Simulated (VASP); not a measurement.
# ZrCl4 in VASP: further runs

One molecule, ZrCl4, is run at these levels: PBE+D3(BJ), optB86b-vdW, rev-vdW-DF2; tasks: single point.

Everything below comes from runs of VASP 6.6.1. Logs are shortened: lines on timing, memory, paths and dates and some standing lists are left out, and cuts for length are marked.

**1. The structure**

The cell holds a molecule in a box, 5 atoms: a = 13.767 Å, b = 14.267 Å, c = 14.767 Å, α = 90.00°, β = 90.00°, γ = 90.00°.

**2. Single point, PBE+D3(BJ)**

INCAR

```
PREC = Accurate
ENCUT = 400
EDIFF = 1E-6
ISMEAR = 0
SIGMA = 0.005
LREAL = F
LASPH = T
NELM = 100
ALGO = Fast
ISIF = 2
LWAVE = F
LCHARG = F
GGA = PE
IVDW = 12
NBANDS = 28
ISYM = 0
```

KPOINTS

```
Automatic mesh
0
Gamma
  1 1 1
```

POSCAR

```
ZrCl4
1.0
   13.7674073818      0.0000000000      0.0000000000
    0.0000000000     14.2674073818      0.0000000000
    0.0000000000      0.0000000000     14.7674073818
Zr Cl
1 4
Direct
    0.5027000000      0.5045000000      0.5009000000
    0.3938000000      0.3967000000      0.4403000000
    0.5940000000      0.4329000000      0.6142000000
    0.6057000000      0.5575000000      0.3869000000
    0.4172000000      0.6309000000      0.5612000000
```

Potentials or basis: VASP PAW PBE potentials, release 64 (Zr_sv, Cl).

Started as:

```sh
cat potpaw_PBE.64/Zr_sv/POTCAR potpaw_PBE.64/Cl/POTCAR > POTCAR
mpirun -np 4 vasp_gam > vasp.out
```

OUTCAR:

```text
PREC = Accurate
   ENCUT = 400
   EDIFF = 1E-6
   ISMEAR = 0
   LREAL = F
   LASPH = T
   NELM = 100
   ISIF = 2
   GGA = PE
   IVDW = 12
   ISYM = 0
 IVDW          = 12

 ion  position               nearest neighbor table
   1  0.503  0.505  0.501-   2 2.33   4 2.33   3 2.33   5 2.33
   2  0.394  0.397  0.440-   1 2.33
   3  0.594  0.433  0.614-   1 2.33
   4  0.606  0.557  0.387-   1 2.33
   5  0.417  0.631  0.561-   1 2.33

IMPORTANT INFORMATION: All symmetrisations will be switched off!
NOSYMM: (Re-)initialisation of all symmetry stuff for point group C_1.

----------------------------------------------------------------------------------------

                                     Primitive cell

  volume of cell :    2900.6911

  direct lattice vectors                    reciprocal lattice vectors
    13.767407382  0.000000000  0.000000000     0.072635317  0.000000000  0.000000000
     0.000000000 14.267407382  0.000000000     0.000000000  0.070089819  0.000000000
     0.000000000  0.000000000 14.767407382     0.000000000  0.000000000  0.067716694

  length of vectors
    13.767407382 14.267407382 14.767407382     0.072635317  0.070089819  0.067716694

  position of ions in fractional coordinates (direct lattice)
     0.502700000  0.504500000  0.500900000
     0.393800000  0.396700000  0.440300000
     0.594000000  0.432900000  0.614200000
     0.605700000  0.557500000  0.386900000
     0.417200000  0.630900000  0.561200000

  ion indices of the primitive-cell ions
   primitive index   ion index
                 1           1
                 2           2
                 3           3
                 4           4
                 5           5

----------------------------------------------------------------------------------------

 KPOINTS: Automatic mesh

Automatic generation of k-mesh.
 Grid dimensions read from file:
 generate k-points for:    1    1    1

 Generating k-lattice:

  Cartesian coordinates                     Fractional coordinates (reciprocal lattice)
     0.072635317  0.000000000  0.000000000     1.000000000  0.000000000  0.000000000
     0.000000000  0.070089819  0.000000000     0.000000000  1.000000000  0.000000000
     0.000000000  0.000000000  0.067716694     0.000000000  0.000000000  1.000000000

  Length of vectors
     0.072635317  0.070089819  0.067716694

  Shift w.r.t. Gamma in fractional coordinates (k-lattice)
     0.000000000  0.000000000  0.000000000

 Subroutine IBZKPT returns following result:
 ===========================================

 Found      1 irreducible k-points:

 Following reciprocal coordinates:
            Coordinates               Weight
  0.000000  0.000000  0.000000      1.000000
   k-points           NKPTS =      1   k-points in BZ     NKDIM =      1   number of bands    NBANDS=     28
   number of dos      NEDOS =    301   number of ions     NIONS =      5
   total plane-waves  NPLWV = 829440
   dimension x,y,z NGX =    90 NGY =   96 NGZ =   96
   dimension x,y,z NGXF=   180 NGYF=  192 NGZF=  192
   ions per type =               1   4
   NGX,Y,Z   is equivalent  to a cutoff of  10.87, 11.19, 10.81 a.u.
   NGXF,Y,Z  is equivalent  to a cutoff of  21.74, 22.37, 21.61 a.u.
 SYSTEM =  unknown system
   PREC   = accura    normal or accurate (medium, high low for compatibility)
   ISTART =      0    job   : 0-new  1-cont  2-samecut
   ICHARG =      2    charge: 1-file 2-atom 10-const
   ISPIN  =      1    spin polarized calculation?
   LNONCOLLINEAR =      F non collinear calculations
   LSORBIT =      F    spin-orbit coupling
   LASPH  =      T    aspherical Exc in radial PAW
   ENCUT  =  400.0 eV  29.40 Ry    5.42 a.u.  22.45 23.27 24.08*2*pi/ulx,y,z
   NELM   =    100;   NELMIN=  2; NELMDL= -5     # of ELM steps
   EDIFF  = 0.1E-05   stopping-criterion for ELM
   LREAL  =      F    real-space projection
   EDIFFG = 0.1E-04   stopping-criterion for IOM
   NSW    =      0    number of steps for IOM
   IBRION =     -1    ionic relax: 0-MD 1-quasi-New 2-CG
   NFREE  =      0    steps in history (QN), initial steepest desc. (CG)
   ISIF   =      2    stress and relaxation
   ISYM   =      0    0-nonsym 1-usesym 2-fastsym
   POTIM  = 0.5000    time-step for ionic-motion
   TEBEG  =    0.0;   TEEND  =   0.0 temperature during run
   PSTRESS=    0.0 pullay stress
   NELECT =      40.0000    total number of electrons
   NUPDOWN=      -1.0000    fix difference up-down
   EMIN   =  10.00;   EMAX   =-10.00  energy-range for DOS
   EFERMI =   0.00;   METHOD = LEGACY
   ISMEAR =     0;   SIGMA  =   0.01  broadening in eV -4-tet -1-fermi 0-gaus
   EFERMI_NEDOS =   21; number of points for ismear=-14 and -15
   IALGO  =     68    algorithm
   IMIX   =      4    mixing-type and parameters
     AMIX     =   0.40;   BMIX     =  1.00
     AMIX_MAG =   1.60;   BMIX_MAG =  1.00
  volume/ion in A,a.u.               =     580.14      3914.97
  Fermi-wavevector in a.u.,A,eV,Ry     =   0.392580  0.741868  2.096912  0.154119
  Thomas-Fermi vector in A             =   1.336035
   LORBIT       =      0    0 simple, 1 ext, 2 COOP (PROOUT), +10 PAW based schemes
   GGA     = PE    functional components
   LHFCALC =     F    Hartree Fock is set to
   AEXX    =    0.0000 exact exchange contribution
   IVDW    =    12    specifies the selected vdW correction
   LEPSILON=     F    determine dielectric tensor
   LRPA    =     F    only Hartree local field effects (RPA)
 non-spin polarized calculation
 RMM-DIIS sequential band-by-band and
 Gauss-broadening in eV      SIGMA  =   0.01
  energy-cutoff  :      400.00
  volume of cell :     2900.69
 maximum number of plane-waves:     26310
 NGX is ok and might be reduce to    90
   NGX = 45   NGY = 47   NGZ = 49

 number of electron      40.0000000 magnetization

 Free energy of the ion-electron system (eV)
  ---------------------------------------------------
  ext. energy  EPLUGINS =         0.00000000
  ---------------------------------------------------
  free energy    TOTEN  =       -24.65086118 eV

  energy without entropy =      -24.65086118  energy(sigma->0) =      -24.65086118

 E-fermi :  -7.8786     XC(G=0):  -0.7385

 val. band max:       -7.9444043095   @ k =   0.0000   0.0000   0.0000
 cond. band min:      -3.1521336418   @ k =   0.0000   0.0000   0.0000
 fundamental gap:      4.7922706676
 Fermi energy:        -7.8786160600

 k-point     1 :       0.0000    0.0000    0.0000
  band No.  band energies     occupation
      1     -55.1387      2.00000
      2     -33.2507      2.00000
      3     -33.2492      2.00000
      4     -33.2470      2.00000
      5     -20.4085      2.00000
      6     -20.1753      2.00000
      7     -20.1716      2.00000
      8     -20.1653      2.00000
      9      -9.4820      2.00000
     10      -9.3061      2.00000
     11      -9.3026      2.00000
     12      -9.2970      2.00000
     13      -8.9016      2.00000
     14      -8.9013      2.00000
     15      -8.4202      2.00000
     16      -8.4166      2.00000
     17      -8.4140      2.00000
     18      -7.9474      2.00000
     19      -7.9453      2.00000
     20      -7.9444      2.00000
     21      -3.1521      0.00000
     22      -3.1470      0.00000
     23      -2.2779      0.00000
     24      -2.2734      0.00000
     25      -0.7800      0.00000
     26       0.4197      0.00000
     27       0.4224      0.00000
     28       0.4505      0.00000

------------------------ aborting loop because EDIFF is reached ----------------------------------------

 Edisp (eV)   -0.20980

 E8    (eV) :    -0.0932

  FORCE on cell =-STRESS in cart. coord.  units (eV):
  Direction    XX          YY          ZZ          XY          YZ          ZX
  --------------------------------------------------------------------------------------
  -------------------------------------------------------------------------------------
  Total      -0.09062    -0.11842    -0.09272     0.05806    -0.01068     0.00476
  in kB      -0.05005    -0.06541    -0.05121     0.03207    -0.00590     0.00263
  external pressure =       -0.06 kB  Pullay stress =        0.00 kB

 VOLUME and BASIS-vectors are now :
 -----------------------------------------------------------------------------
  energy-cutoff  :      400.00
  volume of cell :     2900.69
      direct lattice vectors                 reciprocal lattice vectors
    13.767407382  0.000000000  0.000000000     0.072635317  0.000000000  0.000000000
     0.000000000 14.267407382  0.000000000     0.000000000  0.070089819  0.000000000
     0.000000000  0.000000000 14.767407382     0.000000000  0.000000000  0.067716694

 POSITION                                       TOTAL-FORCE (eV/Angst)
 -----------------------------------------------------------------------------------
      6.92088      7.19791      7.39699        -0.007525      0.028261      0.014504
      5.42161      5.65988      6.50209        -0.012971     -0.013870     -0.003124
      8.17784      6.17636      9.07014        -0.003802      0.003190     -0.000213
      8.33892      7.95408      5.71351         0.008749      0.004914     -0.004405
      5.74376      9.00131      8.28747         0.015548     -0.022495     -0.006763
 -----------------------------------------------------------------------------------
    total drift:                               -0.000223     -0.000883     -0.000174

  FREE ENERGIE OF THE ION-ELECTRON SYSTEM (eV)
  ---------------------------------------------------
  free  energy   TOTEN  =       -24.8606596572 eV

  energy  without entropy=      -24.8606596572  energy(sigma->0) =      -24.86065966
```

Run time: 43 s. Hardware: 4 MPI ranks of AMD EPYC 9R14 (Zen 4), shared host; peak memory 0.52 GiB.

Results:

```yaml
Free_energy: -24.8607 eV
Largest_force: 0.033 eV/Å
Gap_between_the_frontier_levels: 4.79 eV
Dispersion_energy_per_atom: -0.042 eV
```

Forces on the atoms (eV/Å):
```
Zr  -0.008  0.028  0.015
Cl  -0.013 -0.014 -0.003
Cl  -0.004  0.003  0.000
Cl   0.009  0.005 -0.004
Cl   0.016 -0.022 -0.007
```

**3. Single point, optB86b-vdW**

Changes to INCAR since step 2:

```diff
@@ -12,4 +12,7 @@
 LCHARG = F
-GGA = PE
-IVDW = 12
+GGA = MK
+LUSE_VDW = T
+AGGAC = 0.0
+PARAM1 = 0.1234
+PARAM2 = 1.0
 NBANDS = 28
```

KPOINTS is that of step 2.

POSCAR is that of step 2.

Potentials or basis: VASP PAW PBE potentials, release 64 (Zr_sv, Cl).

Started as:

```sh
cat potpaw_PBE.64/Zr_sv/POTCAR potpaw_PBE.64/Cl/POTCAR > POTCAR
mpirun -np 4 vasp_gam > vasp.out
```

OUTCAR:

```text
PREC = Accurate
   ENCUT = 400
   EDIFF = 1E-6
   ISMEAR = 0
   LREAL = F
   LASPH = T
   NELM = 100
   ISIF = 2
   GGA = MK
   ISYM = 0

 ion  position               nearest neighbor table
   1  0.503  0.505  0.501-   2 2.33   4 2.33   3 2.33   5 2.33
   2  0.394  0.397  0.440-   1 2.33
   3  0.594  0.433  0.614-   1 2.33
   4  0.606  0.557  0.387-   1 2.33
   5  0.417  0.631  0.561-   1 2.33

IMPORTANT INFORMATION: All symmetrisations will be switched off!
NOSYMM: (Re-)initialisation of all symmetry stuff for point group C_1.

----------------------------------------------------------------------------------------

                                     Primitive cell

  volume of cell :    2900.6911

  direct lattice vectors                    reciprocal lattice vectors
    13.767407382  0.000000000  0.000000000     0.072635317  0.000000000  0.000000000
     0.000000000 14.267407382  0.000000000     0.000000000  0.070089819  0.000000000
     0.000000000  0.000000000 14.767407382     0.000000000  0.000000000  0.067716694

  length of vectors
    13.767407382 14.267407382 14.767407382     0.072635317  0.070089819  0.067716694

[... 118 lines left out ...]
 cond. band min:      -3.2122205545   @ k =   0.0000   0.0000   0.0000
 fundamental gap:      4.7691386615
 Fermi energy:        -7.9415428519

 k-point     1 :       0.0000    0.0000    0.0000
  band No.  band energies     occupation
      1     -55.1996      2.00000
      2     -33.3211      2.00000
      3     -33.3196      2.00000
      4     -33.3175      2.00000
      5     -20.4152      2.00000
      6     -20.1835      2.00000
[... 20 lines left out ...]
     27       0.1141      0.00000
     28       0.1485      0.00000

------------------------ aborting loop because EDIFF is reached ----------------------------------------

  FORCE on cell =-STRESS in cart. coord.  units (eV):
  Direction    XX          YY          ZZ          XY          YZ          ZX
  --------------------------------------------------------------------------------------
  -------------------------------------------------------------------------------------
  Total       -0.2281841     -0.2561558     -0.2303842      0.0583787     -0.0104875      0.0047692
  in kB       -0.1260359     -0.1414860     -0.1272511      0.0322451     -0.0057927      0.0026343
  external PRESSURE =      -0.1315910 kB  Pullay stress =       0.0000000 kB

 VOLUME and BASIS-vectors are now :
 -----------------------------------------------------------------------------
  energy-cutoff  :      400.00
  volume of cell :     2900.69
      direct lattice vectors                 reciprocal lattice vectors
    13.767407382  0.000000000  0.000000000     0.072635317  0.000000000  0.000000000
     0.000000000 14.267407382  0.000000000     0.000000000  0.070089819  0.000000000
     0.000000000  0.000000000 14.767407382     0.000000000  0.000000000  0.067716694

 POSITION                                       TOTAL-FORCE (eV/Angst)
 -----------------------------------------------------------------------------------
      6.92088      7.19791      7.39699        -0.007598      0.028483      0.014506
      5.42161      5.65988      6.50209         0.007768      0.007172      0.009219
      8.17784      6.17636      9.07014        -0.020975      0.017094     -0.023399
      8.33892      7.95408      5.71351        -0.010838     -0.005552      0.018488
      5.74376      9.00131      8.28747         0.031644     -0.047196     -0.018814
 -----------------------------------------------------------------------------------
    total drift:                               -0.000604     -0.000971     -0.000155

  FREE ENERGIE OF THE ION-ELECTRON SYSTEM (eV)
  ---------------------------------------------------
  free  energy   TOTEN  =       -14.4994836808 eV

  energy  without entropy=      -14.4994836808  energy(sigma->0) =      -14.49948368

Total vdW correction in eV:      9.0173319
```

It took 5.5 min on 4 MPI ranks of AMD EPYC 9R14 (Zen 4), shared host; peak memory 1.4 GiB.

What came out:

```
Free energy                     : -14.4995 eV
Largest force                   : 0.060 eV/Å
Gap between the frontier levels : 4.77 eV
```

Forces on the atoms (eV/Å):
```
Zr  -0.008  0.028  0.015
Cl   0.008  0.007  0.009
Cl  -0.021  0.017 -0.023
Cl  -0.011 -0.006  0.018
Cl   0.032 -0.047 -0.019
```

Levels at points of the mesh, in eV from the valence-band top:
```tsv
k point	band 17	band 18	band 19	band 20	band 21	band 22	band 23	band 24
(0.00, 0.00, 0.00)	-0.47	0.00	0.00	0.00	4.77	4.77	5.63	5.64
```

Caveat: the PAW data sets were made with another functional, which shifts forces and pressure a little.

(Continued in part 2 of 2.)
